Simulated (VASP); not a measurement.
An input for Ansatz (written as the equivalent of a VASP run, and not itself run):

Ansatz 0.2 input:
```yaml
crystal:
  lattice:
    - [-1.3832360, 1.3832360, 4.6829550]
    - [1.3832360, -1.3832360, 4.6829550]
    - [1.3832360, 1.3832360, -4.6829550]
  atoms:
    - { symbol: Rh, position: [0.7500000, 0.7500000, 0.0000000] }
    - { symbol: Rh, position: [0.5000000, 0.0000000, 0.5000000] }
    - { symbol: B, position: [0.1660000, 0.1660000, 0.0000000] }
    - { symbol: B, position: [0.9160000, 0.4160000, 0.5000000] }
kpoints:
  mp_grid: { grid: [14, 14, 14] }
hamiltonian:
  xc: pbe
  pseudopotentials: { kind: paw }
scf:
  occupations: { method: methfessel_paxton, width: 0.1 }
  max_iter: 100
output: { forces: true, stress: true, eigenvalues: true }
```

**Question.** Translate this input to VASP (INCAR, KPOINTS, POSCAR, choice of POTCAR).

**Answer.** This is not unique; one that fits is 
INCAR:
```
! general
SYSTEM  = BRh
PREC    = Accurate
ENCUT   = 520
LREAL   = .FALSE.
LASPH   = .TRUE.

! electronic loop
EDIFF   = 1E-2
NELM    = 100
ALGO    = Normal
LMAXMIX = 4

! smearing
ISMEAR  = 1
SIGMA   = 0.1

! functional
GGA     = PE

! ions
ISIF    = 2

! output
LWAVE   = .FALSE.
LCHARG  = .FALSE.
```

KPOINTS:
```
Automatic mesh
0
Gamma
14 14 14
0 0 0
```

File POSCAR:
```
BRh
1
   -1.3832360000     1.3832360000     4.6829550000
    1.3832360000    -1.3832360000     4.6829550000
    1.3832360000     1.3832360000    -4.6829550000
Rh B
2 2
Direct
  0.7500000000   0.7500000000   0.0000000000
  0.5000000000   0.0000000000   0.5000000000
  0.1660000000   0.1660000000   0.0000000000
  0.9160000000   0.4160000000   0.5000000000
```

POTCAR, in this order: Rh_pv B (PBE.64 set). Program: vasp_std.

The two are equivalent in intent, not identical: each code has its own PAW files, so the cut-off isn't converted (ENCUT is set for VASP's; basis.ecutwfc is left out, and Ansatz then takes the one that its files recommend); Ansatz stops its SCF on the density residual and VASP on the energy change (EDIFF).

The structure was generated: BRh was put into the NbAs type (I4_1md), which need not be its known phase. The cell was not relaxed at this level. The run is one of a series of settings (EDIFF = 1E-2 against the base run), some of them coarse on purpose.
